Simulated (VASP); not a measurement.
Output of a VASP run:

### OUTCAR
```
 ion  position               nearest neighbor table
   1  0.000  0.000  0.000-   2 2.45   2 2.45   2 2.45   2 2.45   2 2.45   2 2.45
   2  0.667  0.333  0.500-   1 2.45   1 2.45   1 2.45   1 2.45   1 2.45   1 2.45
  LATTYP: Found a hexagonal cell.
 ALAT       =     2.9669116726
 C/A-ratio  =     1.1788413702
 Subroutine PRICEL returns:
 Original cell was already a primitive cell.
 Subroutine GETGRP returns: Found 12 space group operations
The static configuration has the point symmetry D_3h.
The dynamic configuration has the point symmetry D_3h.
The overall configuration has the point symmetry D_3h.
 Subroutine INISYM returns: Found 12 space group operations
 Subroutine IBZKPT returns following result:
 Found    105 irreducible k-points:

 Following reciprocal coordinates:
            Coordinates               Weight
  0.000000  0.000000  0.000000      1.000000
  0.076923 -0.000000  0.000000      6.000000
  0.153846  0.000000  0.000000      6.000000
  0.230769  0.000000  0.000000      6.000000
  0.307692  0.000000  0.000000      6.000000
  0.384615 -0.000000  0.000000      6.000000
  0.461538  0.000000  0.000000      6.000000
  0.076923  0.076923  0.000000      6.000000
  0.153846  0.076923  0.000000     12.000000
  0.230769  0.076923  0.000000     12.000000
  0.307692  0.076923  0.000000     12.000000
  0.384615  0.076923  0.000000     12.000000
  0.461538  0.076923  0.000000      6.000000
  0.153846  0.153846  0.000000      6.000000
  0.230769  0.153846  0.000000     12.000000
  0.307692  0.153846  0.000000     12.000000
  0.384615  0.153846  0.000000     12.000000
  0.230769  0.230769  0.000000      6.000000
  0.307692  0.230769  0.000000     12.000000
  0.384615  0.230769  0.000000      6.000000
  0.307692  0.307692  0.000000      6.000000
  0.000000  0.000000  0.111111      2.000000
  0.076923 -0.000000  0.111111     12.000000
  0.153846  0.000000  0.111111     12.000000
  0.230769  0.000000  0.111111     12.000000
  0.307692  0.000000  0.111111     12.000000
  0.384615 -0.000000  0.111111     12.000000
  0.461538  0.000000  0.111111     12.000000
  0.076923  0.076923  0.111111     12.000000
  0.153846  0.076923  0.111111     24.000000
  0.230769  0.076923  0.111111     24.000000
  0.307692  0.076923  0.111111     24.000000
  0.384615  0.076923  0.111111     24.000000
  0.461538  0.076923  0.111111     12.000000
  0.153846  0.153846  0.111111     12.000000
  0.230769  0.153846  0.111111     24.000000
  0.307692  0.153846  0.111111     24.000000
  0.384615  0.153846  0.111111     24.000000
  0.230769  0.230769  0.111111     12.000000
  0.307692  0.230769  0.111111     24.000000
   k-points           NKPTS =    105   k-points in BZ     NKDIM =    105   number of bands    NBANDS=     16
   number of dos      NEDOS =    301   number of ions     NIONS =      2
   total plane-waves  NPLWV =   9600
   dimension x,y,z NGX =    20 NGY =   20 NGZ =   24
   dimension x,y,z NGXF=    40 NGYF=   40 NGZF=   48
   ions per type =               1   1
   PREC   = accura    normal or accurate (medium, high low for compatibility)
   ISTART =      0    job   : 0-new  1-cont  2-samecut
   ICHARG =      2    charge: 1-file 2-atom 10-const
   ISPIN  =      2    spin polarized calculation?
   LNONCOLLINEAR =      F non collinear calculations
   LSORBIT =      F    spin-orbit coupling
   INIWAV =      1    electr: 0-lowe 1-rand  2-diag
   ENCUT  =  400.0 eV  29.40 Ry    5.42 a.u.   4.84  4.84  5.70*2*pi/ulx,y,z
   NELM   =    100;   NELMIN=  2; NELMDL= -5     # of ELM steps
   EDIFF  = 0.1E-05   stopping-criterion for ELM
   LREAL  =      F    real-space projection
   NLSPLINE    = F    spline interpolate recip. space projectors
   LMAXMIX     =    4 max onsite mixed and CHGCAR
   VOSKOWN=      0    Vosko Wilk Nusair interpolation
   EDIFFG = -.1E-01   stopping-criterion for IOM
   NSW    =     60    number of steps for IOM
...
```

### OSZICAR
```
...
DAV:   7    -0.279561430809E+02    0.51887E-06   -0.14762E-06  5312   0.151E-02
   2 F= -.27956143E+02 E0= -.27956237E+02  d E =-.931503E-03  mag=     1.8678
       N       E                     dE             d eps       ncg     rms          rms(c)
DAV:   1    -0.279620878141E+02   -0.59442E-02   -0.16053E-01  7680   0.451E+00    0.527E-01
DAV:   2    -0.279583163399E+02    0.37715E-02   -0.12449E-02  9224   0.180E+00    0.377E-01
DAV:   3    -0.279574637565E+02    0.85258E-03   -0.73944E-03  8080   0.127E+00    0.290E-01
DAV:   4    -0.279564536585E+02    0.10101E-02   -0.20083E-03  9856   0.727E-01    0.650E-02
DAV:   5    -0.279564647906E+02   -0.11132E-04   -0.19080E-04  7824   0.147E-01    0.172E-02
DAV:   6    -0.279564728841E+02   -0.80935E-05   -0.11395E-05  8656   0.445E-02    0.960E-03
DAV:   7    -0.279564720659E+02    0.81829E-06   -0.24475E-06  6576   0.191E-02
   3 F= -.27956472E+02 E0= -.27956546E+02  d E =-.126049E-02  mag=     1.8661
       N       E                     dE             d eps       ncg     rms          rms(c)
DAV:   1    -0.279566715601E+02   -0.19868E-03   -0.50481E-03  7656   0.797E-01    0.934E-02
DAV:   2    -0.279565725068E+02    0.99053E-04   -0.38134E-04  9256   0.297E-01    0.662E-02
DAV:   3    -0.279565245771E+02    0.47930E-04   -0.23129E-04  8112   0.217E-01    0.518E-02
DAV:   4    -0.279564895724E+02    0.35005E-04   -0.64465E-05  9872   0.118E-01    0.118E-02
DAV:   5    -0.279564936480E+02   -0.40756E-05   -0.57862E-06  7608   0.256E-02    0.303E-03
DAV:   6    -0.279564920030E+02    0.16450E-05   -0.32255E-07  3528   0.768E-03    0.165E-03
DAV:   7    -0.279564921462E+02   -0.14313E-06   -0.10521E-07  3440   0.426E-03
   4 F= -.27956492E+02 E0= -.27956575E+02  d E =-.128057E-02  mag=     1.8664
       N       E                     dE             d eps       ncg     rms          rms(c)
DAV:   1    -0.279593224635E+02   -0.28305E-02   -0.45785E-02  6952   0.438E+00    0.402E-01
DAV:   2    -0.279579074065E+02    0.14151E-02   -0.21395E-02  7560   0.214E+00    0.372E-01
DAV:   3    -0.279567753031E+02    0.11321E-02   -0.70597E-03  7728   0.118E+00    0.142E-01
DAV:   4    -0.279564819252E+02    0.29338E-03   -0.48420E-04  8368   0.345E-01    0.575E-02
DAV:   5    -0.279564599857E+02    0.21939E-04   -0.66007E-05  9280   0.111E-01    0.208E-02
DAV:   6    -0.279564624430E+02   -0.24572E-05   -0.17426E-05  8704   0.873E-02    0.645E-03
DAV:   7    -0.279564634701E+02   -0.10271E-05   -0.97355E-07  4152   0.182E-02    0.300E-03
DAV:   8    -0.279564646715E+02   -0.12014E-05   -0.29159E-07  3448   0.717E-03    0.150E-03
DAV:   9    -0.279564650055E+02   -0.33403E-06   -0.47518E-08  3392   0.308E-03
   5 F= -.27956465E+02 E0= -.27956543E+02  d E =0.271406E-04  mag=     1.8666
       N       E                     dE             d eps       ncg     rms          rms(c)
DAV:   1    -0.279575623792E+02   -0.10977E-02   -0.16850E-02  6976   0.264E+00    0.244E-01
DAV:   2    -0.279571025808E+02    0.45980E-03   -0.78391E-03  7568   0.130E+00    0.225E-01
DAV:   3    -0.279566371612E+02    0.46542E-03   -0.25744E-03  7736   0.717E-01    0.865E-02
DAV:   4    -0.279565401557E+02    0.97006E-04   -0.17941E-04  8392   0.211E-01    0.346E-02
DAV:   5    -0.279565274287E+02    0.12727E-04   -0.23597E-05  9264   0.662E-02    0.128E-02
DAV:   6    -0.279565191059E+02    0.83228E-05   -0.63272E-06  7288   0.527E-02    0.402E-03
DAV:   7    -0.279565188078E+02    0.29810E-06   -0.36578E-07  3496   0.108E-02
   6 F= -.27956519E+02 E0= -.27956600E+02  d E =-.266616E-04  mag=     1.8665
```

### OUTCAR
```
------------------------ aborting loop because EDIFF is reached ----------------------------------------
  FORCE on cell =-STRESS in cart. coord.  units (eV):
  Direction    XX          YY          ZZ          XY          YZ          ZX
  --------------------------------------------------------------------------------------
  Total       -0.0040177     -0.0040177     -0.0025442      0.0000000      0.0000000      0.0000000
  in kB       -0.2408273     -0.2408273     -0.1525015      0.0000000      0.0000000      0.0000000
  external PRESSURE =      -0.2113854 kB  Pullay stress =       0.0000000 kB
  volume of cell :       26.73
      direct lattice vectors                 reciprocal lattice vectors
     2.982900956  0.000000000 -0.000000000     0.335244118  0.193553294  0.000000000
    -1.491450478  2.583267845  0.000000000    -0.000000000  0.387106587 -0.000000000
    -0.000000000  0.000000000  3.468778135     0.000000000 -0.000000000  0.288285950
 POSITION                                       TOTAL-FORCE (eV/Angst)
 -----------------------------------------------------------------------------------
      0.00000      0.00000      0.00000        -0.000000      0.000000      0.000000
      1.49145      0.86109      1.73439         0.000000     -0.000000      0.000000
 -----------------------------------------------------------------------------------
    total drift:                               -0.000674      0.000388      0.000000
  FREE ENERGIE OF THE ION-ELECTRON SYSTEM (eV)
  ---------------------------------------------------
  free  energy   TOTEN  =       -27.9565188078 eV

  energy  without entropy=      -27.9567635502  energy(sigma->0) =      -27.95660039

 total charge

# of ion       s       p       d       tot
------------------------------------------
    1        0.389   0.496   6.385   7.270
    2        1.122   1.273  10.099  12.494
--------------------------------------------------
tot          1.510   1.770  16.483  19.764

 magnetization (x)

# of ion       s       p       d       tot
------------------------------------------
    1        0.021  -0.001   2.027   2.046
    2       -0.006  -0.072  -0.017  -0.095
--------------------------------------------------
tot          0.015  -0.074   2.010   1.952

 reached required accuracy - stopping structural energy minimisation
```
(Selected blocks of OUTCAR.)

**POSCAR**
```
FeGe
1
    2.9669116726     0.0000000000    -0.0000000000
   -1.4834558363     2.5694207220     0.0000000000
   -0.0000000000     0.0000000000     3.4975182215
Fe Ge
1 1
Direct
  0.0000000000   1.0000000000   0.0000000000
  0.6666670000   0.3333330000   0.5000000000
```

### Question
Reconstruct the remaining input files.

### Answer
One answer among several that fit: the input of the run itself, r2SCAN meta-GGA, plane waves, VASP's PBE PAW potentials (set 64).

**INCAR**
```
ALGO  =  Normal
EDIFF  =  1E-6
EDIFFG  =  -0.01
ENCUT  =  400
IBRION  =  2
ISIF  =  3
ISMEAR  =  1
ISPIN  =  2
LASPH  =  T
LCHARG  =  F
LMAXMIX  =  4
LMIXTAU  =  T
LORBIT  =  10
LREAL  =  F
LWAVE  =  F
MAGMOM  =  2.1 -0.1
METAGGA  =  R2SCAN
NELM  =  100
NSW  =  60
PREC  =  Accurate
SIGMA  =  0.1
SYSTEM  =  FeGe
```

### KPOINTS
```
kpoints
0
G
 13 13 9
```

POTCAR, in this order: Fe Ge_d (PBE.64 set). Program: vasp_std.

The structure was generated: FeGe was put into the WC type (P-6m2), which need not be its known phase. This run relaxes it. Symmetry was kept, so distortions that lower it aren't found. The start is the result of an earlier pass.
